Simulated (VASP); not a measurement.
```
CELL_PARAMETERS angstrom
      0.00000     2.76924     2.76924
      2.76924     0.00000     2.76924
      2.76924     2.76924     0.00000
ATOMIC_POSITIONS crystal
  Al 0.00000 0.00000 0.00000
  P  0.25000 0.25000 0.25000
```

The numbers are results of RPBE GGA, VASP's PBE PAW potentials (set 64) (plane waves; VASP), not measurements. Numerical set-up: 520 eV cut-off, Gaussian smearing of 0.050 eV, potentials Al P.

Q: Give the energies of bands 2 to 7 at the high-symmetry points, in eV from the valence-band maximum.

A: 
```csv
band,Γ,X,U,L,W
2,0.00,-5.13,-4.87,-5.30,-4.78
3,0.00,-2.00,-3.22,-0.73,-2.98
4,0.00,-2.00,-1.65,-0.73,-2.65
5,3.08,1.75,2.55,2.75,4.38
6,4.53,2.56,5.10,4.84,5.78
7,4.53,10.79,8.33,4.84,6.19
```

The gap is indirect, 1.75 eV, from the valence maximum at Γ to the conduction minimum at X.

Measured: gap 2.54 eV (computed value off by -0.79 eV), as given by Wei Chen et al., Physical Review Materials (2018), doi:10.1103/physrevmaterials.2.073803 [zero-point renormalisation of 0.02 eV added back (the table's ZPR column)].

The compound is AlP in the zinc blende structure. It was relaxed first.
